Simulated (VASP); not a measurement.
Given:

```yaml
crystal:
  lattice:
    - [0.00000, 2.54201, 2.54201]
    - [2.54201, 0.00000, 2.54201]
    - [2.54201, 2.54201, 0.00000]
  atoms:
    - { symbol: Si, position: [0.00000, 0.00000, 0.00000] }
    - { symbol: Si, position: [0.25000, 0.25000, 0.25000] }
```

Method: r2SCAN meta-GGA, VASP's PBE PAW potentials (set 64) (plane waves; VASP). Settings: 500 eV cut-off, 9×9×9 Γ-centred mesh, Gaussian smearing of 0.050 eV, potentials Si.

Question: Predict the energy per atom (σ→0), pressure.

Answer: 
```
Property                        Value
---------------------  --------------
energy per atom (σ→0)  -8.483 eV/atom
pressure                    29.97 GPa
```

The compound is Si in the diamond structure. It was relaxed first under an external pressure of 30 GPa.
